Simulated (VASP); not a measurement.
# MoS2 (Molybdenite): what each functional gives for the gap

Aim: the gap of MoS2 (Molybdenite) on one structure at many levels of theory. The starting structure is a measured crystal structure from the Crystallography Open Database. The atoms were first relaxed with LDA in that cell, in a run that isn't shown, and the relaxed structure is the one below. Meshes and data sets differ where the inputs say so.

Method: Kohn-Sham DFT with plane waves and PAW; 9 levels of theory, named at each step, in VASP 6.6.1.

## (1) The structure

Symmetry: P6_3/mmc, No. 194, hexagonal system. The conventional cell has a = 3.161 Å, b = 3.161 Å, c = 12.295 Å, α = 90.00°, β = 90.00°, γ = 120.00°. Nearest to Mo lie 6 S at 2.39 Å. Nearest to S lie 3 Mo at 2.39 Å. Farther neighbours and most contacts between anions are not listed.

As a file:

```cif
data_structure
_symmetry_space_group_name_H-M 'P6_3/mmc'
_symmetry_Int_Tables_number 194
_cell_length_a 3.1610
_cell_length_b 3.1610
_cell_length_c 12.2950
_cell_angle_alpha 90.000
_cell_angle_beta 90.000
_cell_angle_gamma 120.000
_cell_volume 106.39
loop_
_atom_site_label
_atom_site_type_symbol
_atom_site_symmetry_multiplicity
_atom_site_Wyckoff_symbol
_atom_site_fract_x
_atom_site_fract_y
_atom_site_fract_z
_atom_site_occupancy
Mo1 Mo 2 c 0.66667 0.33333 0.75000 1
S1 S 4 f 0.66667 0.33333 0.37550 1
```

## (2) Bands with LDA

LDA, the lowest rung, knows the local density alone.

Input file INCAR:

```
SYSTEM = MoS2
PREC = Accurate
ENCUT = 350
EDIFF = 1E-06
NELM = 100
ISMEAR = 0
SIGMA = 0.03
LREAL = .FALSE.
ALGO = Normal
GGA = CA
NBANDS = 42
LASPH = .TRUE.
LORBIT = 11
LWAVE = .FALSE.
LCHARG = .FALSE.
KPAR = 8
```

Input file POSCAR:

```
MoS2
1.0
    3.1610000000      0.0000000000      0.0000000000
   -1.5805000000      2.7375063014      0.0000000000
    0.0000000000      0.0000000000     12.2950000000
Mo S
2 4
Direct
    0.6666666667      0.3333333333      0.7500000000
    0.3333333333      0.6666666667      0.2500000000
    0.6666666667      0.3333333333      0.3755016495
    0.3333333333      0.6666666667      0.8755016495
    0.6666666667      0.3333333333      0.1244983505
    0.3333333333      0.6666666667      0.6244983505
```

Input file KPOINTS:

```
Automatic mesh
0
Gamma
9 9 2
0 0 0
```

Input file KPOINTS_OPT:

```
Line mode
8
Line-mode
Reciprocal
  0.00000000   0.00000000   0.00000000 GAMMA
  0.50000000   0.00000000   0.00000000 M

  0.50000000   0.00000000   0.00000000 M
  0.33333333   0.33333333   0.00000000 K

  0.33333333   0.33333333   0.00000000 K
  0.00000000   0.00000000   0.00000000 GAMMA

  0.00000000   0.00000000   0.00000000 GAMMA
  0.00000000   0.00000000   0.50000000 A

  0.00000000   0.00000000   0.50000000 A
  0.50000000   0.00000000   0.50000000 L

  0.50000000   0.00000000   0.50000000 L
  0.33333333   0.33333333   0.50000000 H

  0.33333333   0.33333333   0.50000000 H
  0.00000000   0.00000000   0.50000000 A

  0.50000000   0.00000000   0.50000000 L
  0.50000000   0.00000000   0.00000000 M

  0.33333333   0.33333333   0.00000000 K
  0.33333333   0.33333333   0.50000000 H
```

Potentials, in the order of the species: Mo_sv and S (LDA family, release 64).

Command:

```bash
$ mpirun -np 8 vasp_std
```

Log:

```text
[banner, memory and clock lines left out]
running    8 mpi-ranks, on    1 nodes
 distrk:  each k-point on    1 cores,    8 groups
 distr:  one band on    1 cores,    1 groups

 POSCAR found type information on POSCAR MoS
 POSCAR found :  2 types and       6 ions
|                                                                             |
|           W    W    AA    RRRRR   N    N  II  N    N   GGGG   !!!           |
|           W    W   A  A   R    R  NN   N  II  NN   N  G    G  !!!           |
|           W    W  A    A  R    R  N N  N  II  N N  N  G       !!!           |
|           W WW W  AAAAAA  RRRRR   N  N N  II  N  N N  G  GGG   !            |
|           WW  WW  A    A  R   R   N   NN  II  N   NN  G    G                |
|           W    W  A    A  R    R  N    N  II  N    N   GGGG   !!!           |
|                                                                             |
|     For optimal performance we recommend to set                             |
|       NCORE = 2 up to number-of-cores-per-socket                            |
|     NCORE specifies how many cores store one orbital (NPAR=cpu/NCORE).      |
|     This setting can greatly improve the performance of VASP for DFT.       |
|     The default, NCORE=1 might be grossly inefficient on modern             |
|     multi-core architectures or massively parallel machines. Do your        |
|     Unfortunately you need to use the default for GW and RPA                |
|     calculations (for HF NCORE is supported but not extensively tested      |
|     yet).                                                                   |
|                                                                             |

 LDA part: xc-table for (Slater(with rela. corr.)+CA(PZ))
 , standard interpolation
 POSCAR, INCAR and KPOINTS ok, starting setup
 FFT: planning ... GRIDC
 FFT: planning ... GRID_SOFT
 FFT: planning ... GRID
 WAVECAR not read
 entering main loop
       N       E                     dE             d eps       ncg     rms          rms(c)
DAV:   1     0.343238412006E+03    0.34324E+03   -0.23366E+04  2232   0.867E+02
DAV:   2    -0.358380318677E+02   -0.37908E+03   -0.36342E+03  2380   0.283E+02
DAV:   3    -0.516541766509E+02   -0.15816E+02   -0.15605E+02  2478   0.548E+01
DAV:   4    -0.518673663886E+02   -0.21319E+00   -0.21298E+00  2392   0.666E+00
DAV:   5    -0.518708988226E+02   -0.35324E-02   -0.35315E-02  2504   0.834E-01    0.360E+01
DAV:   6    -0.496459896023E+02    0.22249E+01   -0.85636E+00  2252   0.193E+01    0.115E+01
DAV:   7    -0.492432926361E+02    0.40270E+00   -0.32180E+00  2172   0.125E+01    0.908E+00
DAV:   8    -0.489226750634E+02    0.32062E+00   -0.56146E-01  2238   0.530E+00    0.204E+00
DAV:   9    -0.489213981749E+02    0.12769E-02   -0.48020E-02  2376   0.906E-01    0.708E-01
DAV:  10    -0.489184534390E+02    0.29447E-02   -0.10256E-02  2264   0.609E-01    0.171E-01
DAV:  11    -0.489184362640E+02    0.17175E-04   -0.89252E-04  2318   0.136E-01    0.103E-01
DAV:  12    -0.489183800822E+02    0.56182E-04   -0.11447E-04  2280   0.465E-02    0.661E-02
DAV:  13    -0.489183717934E+02    0.82888E-05   -0.69314E-05  2342   0.405E-02    0.186E-02
DAV:  14    -0.489183712531E+02    0.54025E-06   -0.54158E-06  2106   0.131E-02
   1 F= -.48918371E+02 E0= -.48918371E+02  d E =-.449035E-42
 Start KPOINTS_OPT (optional k-point list driver)
k-point batch [1-24\72]
       N       E                     dE             ncg
DAV:   1    -0.210949556391E+04   -0.29324E+05     2256
DAV:   2    -0.113529116664E+05   -0.92434E+04     2362
DAV:   3    -0.117374085301E+05   -0.38450E+03     2414
DAV:   4    -0.117426553109E+05   -0.52468E+01     2416
DAV:   5    -0.117427386416E+05   -0.83331E-01     2446
DAV:   6    -0.117427405956E+05   -0.19540E-02     2544
DAV:   7    -0.117427406440E+05   -0.48411E-04     2452
DAV:   8    -0.117427406453E+05   -0.12798E-05     1752
DAV:   9    -0.117427406454E+05   -0.14845E-06     1598
[...]
k-point batch [49-72\72]
       N       E                     dE             ncg
DAV:   1    -0.239479026118E+04   -0.37190E+05     2264
DAV:   2    -0.114303902394E+05   -0.90356E+04     2336
DAV:   3    -0.118037533562E+05   -0.37336E+03     2420
DAV:   4    -0.118085892233E+05   -0.48359E+01     2408
DAV:   5    -0.118086632757E+05   -0.74052E-01     2400
DAV:   6    -0.118086649367E+05   -0.16609E-02     2462
DAV:   7    -0.118086649776E+05   -0.40917E-04     2396
DAV:   8    -0.118086649787E+05   -0.10685E-05     1644
DAV:   9    -0.118086649788E+05   -0.11729E-06     1536
```

Run time: 25 s. Hardware: 8 MPI ranks of AMD EPYC 7R43, shared host; peak memory 1.5 GiB; 3.2 min of CPU time.

The logs omit lines about the potential files and the build; timing stands in the text.

Parts of OUTCAR (step 2):

```text
ion  position               nearest neighbor table
   1  0.667  0.333  0.750-   4 2.39   6 2.39   4 2.39   6 2.39   4 2.39   6 2.39
   2  0.333  0.667  0.250-   3 2.39   5 2.39   3 2.39   5 2.39   3 2.39   5 2.39
   3  0.667  0.333  0.376-   2 2.39   2 2.39   2 2.39
   4  0.333  0.667  0.876-   1 2.39   1 2.39   1 2.39
   5  0.667  0.333  0.124-   2 2.39   2 2.39   2 2.39
   6  0.333  0.667  0.624-   1 2.39   1 2.39   1 2.39

  LATTYP: Found a hexagonal cell.
 ALAT       =     3.1610000000
 C/A-ratio  =     3.8895919013

 Subroutine GETGRP returns: Found 24 space group operations
 (whereof 12 operations were pure point group operations)

The static configuration has the point symmetry D_3d.
 The point group associated with its full space group is D_6h.

 Found     24 irreducible k-points:

   k-points           NKPTS =     24   k-points in BZ     NKDIM =     24   number of bands    NBANDS=     42

   dimension x,y,z NGX =    20 NGY =   20 NGZ =   80
   dimension x,y,z NGXF=    40 NGYF=   40 NGZF=  160

   ENCUT  =  350.0 eV  25.72 Ry    5.07 a.u.   4.82  4.82 18.76*2*pi/ulx,y,z

   NELECT =      52.0000    total number of electrons

 k-points in reciprocal lattice and weights: Automatic mesh
   0.00000000  0.00000000  0.00000000       0.006
   0.11111111  0.00000000  0.00000000       0.037
   0.22222222 -0.00000000  0.00000000       0.037
   0.33333333 -0.00000000  0.00000000       0.037
   0.44444444 -0.00000000  0.00000000       0.037
   0.11111111  0.11111111  0.00000000       0.037
   0.22222222  0.11111111  0.00000000       0.074
   0.33333333  0.11111111  0.00000000       0.074
   0.44444444  0.11111111  0.00000000       0.037
[...]
0.33333333  0.22222222  0.50000000       0.074
   0.33333333  0.33333333  0.50000000       0.012

 average (electrostatic) potential at core
       1 -74.7545       2 -74.7545       3 -84.9105       4 -84.9105       5 -84.9105
       6 -84.9105

 E-fermi :   7.7886

 k-point     1 :       0.0000    0.0000    0.0000
  band No.  band energies     occupation
    ...
     22       5.2165      2.00000
     23       5.2165      2.00000
     24       6.2912      2.00000
     25       6.2922      2.00000
     26       7.5067      2.00000
     27       9.5650      0.00000
     28       9.5650      0.00000
     29       9.5880      0.00000
     30       9.5880      0.00000
     31       9.8002      0.00000
    ...

 k-point     2 :       0.1111    0.0000    0.0000
  band No.  band energies     occupation
    ...
     22       4.9357      2.00000
     23       5.3733      2.00000
     24       6.3009      2.00000
     25       6.4599      2.00000
     26       7.1313      2.00000
     27       9.3656      0.00000
     28       9.3886      0.00000
     29       9.4706      0.00000
     30       9.5739      0.00000
     31       9.6535      0.00000
    ...

 k-point     3 :       0.2222   -0.0000    0.0000
  band No.  band energies     occupation
    ...
     22       4.7784      2.00000
     23       5.2487      2.00000
     24       6.0568      2.00000
     25       6.0852      2.00000
     26       6.2341      2.00000
     27       8.7070      0.00000
     28       9.1638      0.00000
     29       9.3811      0.00000
     30       9.4146      0.00000
     31       9.5490      0.00000
    ...

  Total       -2.6312318     -2.6312318     -0.9004877      0.0000000      0.0000000      0.0000000
  in kB      -39.6242942    -39.6242942    -13.5606406      0.0000000      0.0000000      0.0000000
  external PRESSURE =     -30.9364096 kB  Pullay stress =       0.0000000 kB

  energy-cutoff  :      350.00
  volume of cell :      106.39
      direct lattice vectors                 reciprocal lattice vectors
     3.161000000  0.000000000  0.000000000     0.316355584  0.182647981  0.000000000
    -1.580500000  2.737506301  0.000000000     0.000000000  0.365295963  0.000000000
     0.000000000  0.000000000 12.295000000     0.000000000  0.000000000  0.081333876

 POSITION                                       TOTAL-FORCE (eV/Angst)
 -----------------------------------------------------------------------------------
      1.58050      0.91250      9.22125        -0.000000      0.000000      0.000000
     -0.00000      1.82500      3.07375         0.000000     -0.000000      0.000000
      1.58050      0.91250      4.61679        -0.000000      0.000000      0.005322
     -0.00000      1.82500     10.76429        -0.000000     -0.000000      0.005322
      1.58050      0.91250      1.53071         0.000000      0.000000     -0.005322
     -0.00000      1.82500      7.67821        -0.000000     -0.000000     -0.005322
 -----------------------------------------------------------------------------------
    total drift:                               -0.000000      0.000000     -0.000000

  FREE ENERGIE OF THE ION-ELECTRON SYSTEM (eV)
  ---------------------------------------------------
  free  energy   TOTEN  =       -48.9183712531 eV

  energy  without entropy=      -48.9183712531  energy(sigma->0) =      -48.91837125

 total charge
# of ion       s       p       d       tot
------------------------------------------
    1        2.301   6.230   4.003  12.534
    2        2.301   6.230   4.003  12.534
    3        1.362   2.334   0.000   3.696
    4        1.362   2.334   0.000   3.696
    5        1.362   2.334   0.000   3.696
    6        1.362   2.334   0.000   3.696
--------------------------------------------------
tot         10.050  21.797   8.006  39.853

[... 3 further parts left out ...]
```

Spin-orbit coupling is off here; it would split degenerate levels. At this level the cell is under a tension of 3.1 GPa, so at these settings it is away from equilibrium.

LDA gives a least gap of 0.831 eV, and a least direct gap of 1.645 eV.

## (3) Bands with PBE

PBE, the usual starting point, adds the gradient of the density.

Edit INCAR of step 2 so:

```diff
@@ -9,3 +9,3 @@
 ALGO = Normal
-GGA = CA
+GGA = PE
 NBANDS = 42
```

POSCAR is that of step 2.

KPOINTS is that of step 2.

KPOINTS_OPT is that of step 2.

The projector-augmented-wave data sets are Mo_sv and S (PBE family, release 64).

Command:

```bash
$ mpirun -np 8 vasp_std
```

Log:

```text
[banner, memory and clock lines left out]
running    8 mpi-ranks, on    1 nodes
[...]
[... a notice as in an earlier step ...]

 LDA part: xc-table for (Slater+PW92), standard interpolation
 POSCAR, INCAR and KPOINTS ok, starting setup
[...]
entering main loop
       N       E                     dE             d eps       ncg     rms          rms(c)
DAV:   1     0.332348117404E+03    0.33235E+03   -0.23657E+04  2240   0.866E+02
DAV:   2    -0.317593437165E+02   -0.36411E+03   -0.34900E+03  2422   0.276E+02
DAV:   3    -0.462639067556E+02   -0.14505E+02   -0.14313E+02  2504   0.521E+01
DAV:   4    -0.464627285651E+02   -0.19882E+00   -0.19861E+00  2448   0.642E+00
[...]
DAV:  13    -0.435714448709E+02   -0.25148E-04   -0.90810E-05  2184   0.378E-02    0.106E-02
DAV:  14    -0.435714462612E+02   -0.13903E-05   -0.48711E-06  2252   0.896E-03    0.884E-03
DAV:  15    -0.435714468616E+02   -0.60040E-06   -0.18478E-06  1880   0.625E-03
   1 F= -.43571447E+02 E0= -.43571447E+02  d E =-.484211E-43
 Start KPOINTS_OPT (optional k-point list driver)
k-point batch [1-24\72]
       N       E                     dE             ncg
DAV:   1    -0.251121642773E+04   -0.29725E+05     2296
DAV:   2    -0.113043664700E+05   -0.87932E+04     2420
DAV:   3    -0.116503540277E+05   -0.34599E+03     2472
DAV:   4    -0.116549986478E+05   -0.46446E+01     2448
DAV:   5    -0.116550751400E+05   -0.76492E-01     2482
DAV:   6    -0.116550770082E+05   -0.18681E-02     2544
DAV:   7    -0.116550770575E+05   -0.49348E-04     2488
DAV:   8    -0.116550770589E+05   -0.13862E-05     1688
DAV:   9    -0.116550770590E+05   -0.15930E-06     1634
[...]
k-point batch [49-72\72]
       N       E                     dE             ncg
DAV:   1    -0.272647602549E+04   -0.37522E+05     2288
DAV:   2    -0.113745425235E+05   -0.86481E+04     2382
DAV:   3    -0.117177194527E+05   -0.34318E+03     2434
DAV:   4    -0.117222514684E+05   -0.45320E+01     2456
DAV:   5    -0.117223244353E+05   -0.72967E-01     2458
DAV:   6    -0.117223261243E+05   -0.16890E-02     2462
DAV:   7    -0.117223261677E+05   -0.43392E-04     2444
DAV:   8    -0.117223261688E+05   -0.11844E-05     1662
DAV:   9    -0.117223261690E+05   -0.13094E-06     1588
```

Run time: 27 s. Hardware: 8 MPI ranks; peak memory 1.6 GiB; 3.5 min of CPU time.

Parts of OUTCAR (step 3):

```text
  Total        2.3405031      2.3405031      3.9936099      0.0000000      0.0000000      0.0000000
  in kB       35.2461469     35.2461469     60.1406424      0.0000000      0.0000000      0.0000000
  external PRESSURE =      43.5443121 kB  Pullay stress =       0.0000000 kB

 POSITION                                       TOTAL-FORCE (eV/Angst)
 -----------------------------------------------------------------------------------
      1.58050      0.91250      9.22125        -0.000000      0.000000     -0.000000
     -0.00000      1.82500      3.07375         0.000000     -0.000000     -0.000000
      1.58050      0.91250      4.61679         0.000000      0.000000      0.412741
     -0.00000      1.82500     10.76429         0.000000     -0.000000      0.412741
      1.58050      0.91250      1.53071         0.000000      0.000000     -0.412741
     -0.00000      1.82500      7.67821        -0.000000     -0.000000     -0.412741
 -----------------------------------------------------------------------------------
    total drift:                               -0.000000      0.000000     -0.000000

  FREE ENERGIE OF THE ION-ELECTRON SYSTEM (eV)
  ---------------------------------------------------
  free  energy   TOTEN  =       -43.5714468616 eV

  energy  without entropy=      -43.5714468616  energy(sigma->0) =      -43.57144686

[... 2 parts as in an earlier step ...]

[... 1 further part left out ...]
[key lines of the parts left out:]
E-fermi :   7.9215
```

PBE gives a least gap of 0.916 eV, and a least direct gap of 1.649 eV. The least gap is +0.084 eV from that of LDA.

[end of part 1 of 3]

[Lines on the potential files, build, host, timing and source positions are cut from VASP's logs without a mark.]

[Logs are printed without paths, hosts, clocks, repeated set-up lines and the standing remarks that a program may print on its own settings, such as how far it seeks lower states.]

[Hosts, paths, dates, database ids (printed as entryN), source tags and the programs' standing remarks are cut or masked in the printed files.]
